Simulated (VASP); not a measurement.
```
CdSe
1.0
    2.18758    -3.78899     0.00000
    2.18758     3.78899     0.00000
    0.00000     0.00000     7.13315
Cd Se
2 2
Direct
  0.66667   0.33333   0.50005
  0.33333   0.66667   0.00005
  0.66667   0.33333   0.87595
  0.33333   0.66667   0.37595
```

Method: PBE GGA with D3 dispersion (zero damping), VASP's PBE PAW potentials (set 64) (plane waves; VASP 6.6.1). Run with 520 eV cut-off, 6×6×3 Γ-centred mesh, Gaussian smearing of 0.050 eV, potentials Cd Se.

Question: Give the stress tensor in GPa (positive for a compressed cell).

Answer: 
```
-1.37   0.00   0.00
 0.00  -1.37   0.00
 0.00   0.00  -1.31
```
The pressure is its mean diagonal, -1.35 GPa.

The compound is CdSe in the wurtzite structure. This cell is one point of a volume scan, at 1.03 of the reference volume.
